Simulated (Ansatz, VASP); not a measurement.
# Ge (Germanium): VASP beside Ansatz, part 2 of 2

Aim: how closely do two programs agree when they are given the same cell, functional and k mesh? The cell is taken from a series of runs on this material, whose earlier steps may have relaxed, scaled, displaced or heated it; both programs get it as it stands.

VASP 6.6.1 and Ansatz 0.2.0.

So far: Starting point; VASP: zone-centre phonons, PBEsol.

## 2. VASP: zone-centre phonons, PBEsol (continued)

Level of this step: PBEsol; plane waves and PAW (Ge_d) (VASP).

Numbers of over 12 decimals in the logs are rounded to 6 here.

OUTCAR, selected parts (step 2):

```text
ion  position               nearest neighbor table
   1  0.500  0.500  0.500-   2 2.45   2 2.45   2 2.45   2 2.45
   2  0.750  0.750  0.750-   1 2.45   1 2.45   1 2.45   1 2.45

  LATTYP: Found a trigonal (rhomboedric) cell.
 ALAT       =     3.9994210462
 COS(alpha) =     0.4998136015

 Subroutine GETGRP returns: Found 12 space group operations
 (whereof  6 operations were pure point group operations)

The static configuration has the point symmetry C_3v.
 The point group associated with its full space group is D_3d.

   k-points           NKPTS =   1728   k-points in BZ     NKDIM =   1728   number of bands    NBANDS=     20

   dimension x,y,z NGX =    30 NGY =   30 NGZ =   30
   dimension x,y,z NGXF=    60 NGYF=   60 NGZF=   60

   ENCUT  =  500.0 eV  36.75 Ry    6.06 a.u.   7.29  7.29  7.29*2*pi/ulx,y,z

   NELECT =      28.0000    total number of electrons

 k-points in reciprocal lattice and weights: Points of the shifted mesh
   0.04166667  0.04166667  0.04166667       0.001
   0.04166667  0.04166667  0.12500000       0.001
   0.04166667  0.04166667  0.20833333       0.001
   0.04166667  0.04166667  0.29166667       0.001
   0.04166667  0.04166667  0.37500000       0.001
   0.04166667  0.04166667  0.45833333       0.001
   0.04166667  0.04166667  0.54166667       0.001
   0.04166667  0.04166667  0.62500000       0.001
   0.04166667  0.04166667  0.70833333       0.001
[...]
0.95833333  0.95833333  0.87500000       0.001
   0.95833333  0.95833333  0.95833333       0.001

 average (electrostatic) potential at core
       1 -74.1591       2 -74.1591

  Total        0.1568166      0.1568166      0.1568166      0.0008221      0.0008221      0.0008221
  in kB        5.5527093      5.5527093      5.5527093      0.0291105      0.0291105      0.0291105
  external PRESSURE =       5.5527093 kB  Pullay stress =       0.0000000 kB

  energy-cutoff  :      500.00
  volume of cell :       45.25
      direct lattice vectors                 reciprocal lattice vectors
    -0.000527114  2.828017718  2.828017718    -0.176752863  0.176785814  0.176785814
     2.828017718 -0.000527114  2.828017718     0.176785814 -0.176752863  0.176785814
     2.828017718  2.828017718 -0.000527114     0.176785814  0.176785814 -0.176752863

 POSITION                                       TOTAL-FORCE (eV/Angst)
 -----------------------------------------------------------------------------------
      2.82752      2.82752      2.82752         0.000445      0.000445      0.000445
      4.24186      4.24186      4.24186        -0.000445     -0.000445     -0.000445
 -----------------------------------------------------------------------------------
    total drift:                                0.000000      0.000000     -0.000000

 Eigenvectors and eigenvalues of the dynamical matrix
 ----------------------------------------------------

   1 f  =    8.750115 THz    54.978597 2PiTHz  291.872433 cm-1    36.187553 meV
             X         Y         Z           dx          dy          dz
      2.827521  2.827521  2.827521    -0.408248   -0.408248   -0.408248
      4.241864  4.241864  4.241864     0.408248    0.408248    0.408248

   2 f  =    8.749095 THz    54.972184 2PiTHz  291.838389 cm-1    36.183332 meV
             X         Y         Z           dx          dy          dz
      2.827521  2.827521  2.827521    -0.384758    0.565167   -0.180409
      4.241864  4.241864  4.241864     0.384758   -0.565167    0.180409

   3 f  =    8.749095 THz    54.972184 2PiTHz  291.838389 cm-1    36.183332 meV
             X         Y         Z           dx          dy          dz
      2.827521  2.827521  2.827521    -0.430459   -0.117980    0.548439
      4.241864  4.241864  4.241864     0.430459    0.117980   -0.548439

   4 f  =    0.000000 THz     0.000001 2PiTHz    0.000004 cm-1     0.000001 meV
             X         Y         Z           dx          dy          dz
      2.827521  2.827521  2.827521    -0.303351    0.637744   -0.035508
      4.241864  4.241864  4.241864    -0.303351    0.637744   -0.035508

   5 f  =    0.000000 THz     0.000000 2PiTHz    0.000001 cm-1     0.000000 meV
             X         Y         Z           dx          dy          dz
      2.827521  2.827521  2.827521     0.638671    0.302312   -0.026583
      4.241864  4.241864  4.241864     0.638671    0.302312   -0.026583

   6 f/i=    0.000000 THz     0.000001 2PiTHz    0.000006 cm-1     0.000001 meV
             X         Y         Z           dx          dy          dz
      2.827521  2.827521  2.827521     0.008794    0.043475    0.705714
      4.241864  4.241864  4.241864     0.008794    0.043475    0.705714

 ELASTIC MODULI CONTR FROM IONIC RELAXATION (kBar)
 Direction    XX          YY          ZZ          XY          YZ          ZX
 --------------------------------------------------------------------------------
 XX          -0.0144     -0.0043     -0.0043      0.3956      1.8322      0.1415
 YY          -0.0043     -0.0144     -0.0043      0.1415      0.3956      1.8322
 ZZ          -0.0043     -0.0043     -0.0144      1.8322      0.1415      0.3956
 XY           0.3956      0.1415      1.8322   -246.5042      1.2170      1.2170
 YZ           1.8322      0.3956      0.1415      1.2170   -246.5042      1.2170
 ZX           0.1415      1.8322      0.3956      1.2170      1.2170   -246.5042
 --------------------------------------------------------------------------------
```

## 3. Ansatz: zone-centre phonons, PBEsol

Ansatz runs on its PAW soft_1 files.

The same cell, functional, mesh and smearing now go to Ansatz, which takes its cutoff from its data sets.

The input, input.yaml:

```yaml
crystal:
  lattice:
    - [-0.0005271138, 2.828017718, 2.828017718]
    - [2.828017718, -0.0005271138, 2.828017718]
    - [2.828017718, 2.828017718, -0.0005271138]
  atoms:
    - { symbol: Ge, position: [0.4999588009, 0.4999588009, 0.4999588009] }
    - { symbol: Ge, position: [0.7500411991, 0.7500411991, 0.7500411991] }
kpoints:
  mp_grid: { grid: [12, 12, 12], shift: [0.5, 0.5, 0.5] }
hamiltonian:
  xc: pbesol
  pseudopotentials: { kind: paw, azcp: { folder: soft_1 }, xc_functional: pbe }
scf:
  occupations: { method: gaussian, width: 0.015 }
output:
  eigenvalues: true
phonons:
  method: dfpt
```

Launch:

```console
$ ansatz run input.yaml --threads 4 --pin off --max-ram 10240MiB --backend cpu --events-out ev --progress --plain --runs-dir out
```

The program printed:

```text
Engine: ansatz 0.2.0, aarch64-unknown-linux-gnu
Pseudopotentials: kind: paw
Pseudopotential: Ge, paw, valence charge 14, recommended cutoff 420 eV (normal), soft_1/Ge.paw.azcp
Functional definition: PBEsol
  exchange = pbesol_x
  correlation = pbesol_c
Crystal: 2 atoms, lattice volume = 45.248 Å³
Basis set: ecut = 420 eV, 893 PW (Γ), exchange–correlation on 64×64×64 points (8 copies of the dense FFT grid, shifted against one another)
Bands: 18, of which v1, the nominal top of the filled ones, is band 14 counted from 1 (13 counted from 0)
Symmetry: 12 space group operations
k-points: 468 of 1728 (irreducible under 2 space group operations, time reversal used)
Non-local potential: Ge, projectors of the file, l = 0: 2, l = 1: 2, l = 2: 3, l = 3: 1
PAW form: soft (Blöchl's): semilocal exchange-correlation on the pseudo side does not see the compensation charge
PAW frozen core: Ge, regenerated for the run's functional, and the local potential with it (the file was generated under x = pbe(κ = 0.804, μ = 0.219515), c = pbe(β = 0.066725))
PAW one-centre angular grid: Ge, 590 points (default); XC on 64 Gauss nodes
Initial density: superposition of atomic densities (chi_scale 0.1, normalization cell)
Initial wavefunctions: pseudopotential atomic-orbital guess
Functional: x = pbesol(κ = 0.804, μ = 0.123457), c = pbesol(β = 0.046)
SCF iter   1: F=—  HF=-8507.077190 eV  |F-HF|=—  |Δ(HF+E_count)|=         —  Δρ=3.53e-2  dr2=4.48e-1  ethr=3.10e-3  ⟨swp⟩=6.0  Hψ=38905  notcnv=0
preconditioner: auto → none  [insulator: Δε(μ)=0.265 eV  Ē_g=23.289 eV  σ=0.015 eV  W_gap=1.00  n_scr=14 (ndim 8)  ℏωp=29.2 eV  f_vac=0.000  D(μ)=0.00/eV (n_scr^D=0)  ε∞_Penn≈2.6]
SCF iter   2: F=—  HF=-8507.013238 eV  |F-HF|=—  |Δ(HF+E_count)|=   6.40e-2  Δρ=1.69e-2  dr2=8.49e-2  ethr=1.60e-3  ⟨swp⟩=2.0  Hψ=13849  notcnv=0
SCF iter   3: F=—  HF=-8507.006571 eV  |F-HF|=—  |Δ(HF+E_count)|=   6.67e-3  Δρ=1.61e-3  dr2=3.04e-4  ethr=3.03e-4  ⟨swp⟩=2.7  Hψ=12111  notcnv=0
SCF iter   4: F=—  HF=-8507.006722 eV  |F-HF|=—  |Δ(HF+E_count)|=   1.51e-4  Δρ=2.43e-4  dr2=1.85e-5  ethr=1.09e-6  ⟨swp⟩=2.0  Hψ=14234  notcnv=0
SCF iter   5: F=—  HF=-8507.006678 eV  |F-HF|=—  |Δ(HF+E_count)|=   4.44e-5  Δρ=9.91e-5  dr2=3.27e-6  ethr=6.62e-8  ⟨swp⟩=2.0  Hψ=14976  notcnv=0
SCF iter   6: F=—  HF=-8507.006674 eV  |F-HF|=—  |Δ(HF+E_count)|=   3.56e-6  Δρ=2.81e-5  dr2=2.40e-7  ethr=1.17e-8  ⟨swp⟩=2.0  Hψ=14976  notcnv=0
SCF iter   7: F=—  HF=-8507.006674 eV  |F-HF|=—  |Δ(HF+E_count)|=   1.23e-7  Δρ=3.38e-6  dr2=3.15e-9  ethr=8.57e-10  ⟨swp⟩=2.0  Hψ=14976  notcnv=0
SCF iter   8: F=—  HF=-8507.006674 eV  |F-HF|=—  |Δ(HF+E_count)|=   2.70e-9  Δρ=1.64e-7  dr2=7.34e-12  ethr=1.00e-12  ⟨swp⟩=4.5  Hψ=45355  notcnv=0
SCF iter   9: F=-8507.006674 eV  HF=-8507.006674 eV  |F-HF|=1.82e-12  |Δ(HF+E_count)|=  5.46e-12  Δρ=8.19e-9  dr2=4.52e-14  ethr=1.00e-12  ⟨swp⟩=5.0  Hψ=31447  notcnv=0
SCF 1 converged in 9 iterations: F = -8507.006674 eV  dr2 = 4.52e-14
  greatest PAW one-centre occupation: 0.998 electrons in one spin orbital (limit 2), on the Ge atom at site 1 (counted from 0), in its partial waves of l = 2
DFPT response loops at Γ: preconditioner auto → none (the input reference at scf.mixing.eps_inf says where Resta's filter doesn't serve); β = 0.50; Broyden in place of MSR1
SCF converged after 9 iterations
Free energy (F): -8507.006674 eV
Harris-Foulkes:  -8507.006674 eV  (|F-HF|=1.82e-12)
Internal energy: -8507.006674 eV  (E = F + TS)
E sigma→0 (E₀):  -8507.006674 eV
Fermi energy:    8.459234 eV
--- Per-component energies (eV) ---
  E_band       = -303.502077
  E_kinetic    = 185.882879
  E_local      = -4503.103159  (includes V_loc(G=0)·N_el)
  E_nonlocal   = 438.854981
  E_hartree    = 2144.358328
  E_xc         = -142.274747
  E_vxc        = -130.438240  (∫ρ·V_xc dr)
  E_paw        = -3944.828699  (= ΣΔE_a)
  E_vpaw       = -583.415229  (= ΣTr[D̂ρ^β])
  E_aug_tail   = 0.000039  (compensation charges beyond the density's cutoff)
  E_ewald      = -2687.732173
  E_core_change = 1.835876  (= ΣΔE_core)
  E_smearing   = -0.000000  (= −TS)
  E_closure    = -0.000000  (closes the sum)
  Σ components = -8507.006674   (vs F -8507.006674, Δ=0.00e0)
--- Band table (eV; the first three rows and the last of 468) ---
  k-point 0: bands = [... 10 lower, -4.3583, 7.6711, 8.3701, 8.3701, 9.0157, 11.0053, 11.0053, 11.0267]
  k-point 1: bands = [... 10 lower, -4.2451, 6.4944, 7.8923, 8.2951, 9.5776, 11.1249, 11.2049, 11.7470]
  k-point 2: bands = [... 10 lower, -3.9661, 4.9337, 7.4492, 7.9737, 9.5017, 11.5458, 11.8007, 12.8726]
  k-point 467: bands = [... 10 lower, -2.2707, 0.8057, 6.7599, 6.9622, 8.8015, 12.0576, 12.2106, 15.4901]
--- Phonons (Γ-DFPT): 1 representative perturbation + reference, on 468 of 1728 k-points (Σ response iterations 3) ---
  k mesh reduced under 2 symmetry operations, with k and −k counted as one. Each operation leaves every solved perturbation unchanged. A smaller set is not used because it would not reduce the number of displacements times k-points to solve
  ASR residual: 1.043e-5 → 0.000e0 eV/Å²; symmetrization residual: 1.020e-12 eV/Å²
  ASR residual per site (eV/Å²): 1.04e-5 1.04e-5
  Γ frequencies (cm⁻¹): 0.00 0.00 0.00 291.75 291.75 291.80
  non-analytic LO–TO correction: not included (Born effective charges unavailable; polar crystals: no LO–TO splitting at Γ)
```

## 4. Comparison

Known differences besides the potentials themselves: the cutoff is 420 eV in Ansatz and 500 eV in VASP; Ansatz makes its cores anew for this functional, VASP keeps those of its PBE data sets. Total energies have different zeros and are not compared.

The two programs side by side:

| quantity | Ansatz | VASP | difference |
| --- | --- | --- | --- |
| optical mode 1 to 3 (cm⁻¹) | 291.8 | 291.8 | -0.03 % |

Modes are paired by rising frequency, not by their patterns, so a pair may set unlike modes beside each other; they are those without the splitting of longitudinal modes.

## 5. Results

```yaml
r_m_s_difference_of_the_optical_zone_centre_modes_each_program_s_sorted_by_frequency_zone_centre_phonons_pbesol: 0.083 cm⁻¹
```

In words: The r.m.s. difference of the optical zone-centre modes, each program's sorted by frequency is 0.083 cm⁻¹ (zone-centre phonons, PBEsol). How closely two codes agree says nothing of how well the functional describes the real material.

[Lines on the potential files, build, host, timing and source positions are cut from VASP's logs without a mark.]

[Logs are printed without paths, hosts, clocks, repeated set-up lines and the standing remarks that a program may print on its own settings, such as how far it seeks lower states.]

[Hosts, paths, dates, database ids (printed as entryN), source tags and the programs' standing remarks are cut or masked in the printed files.]
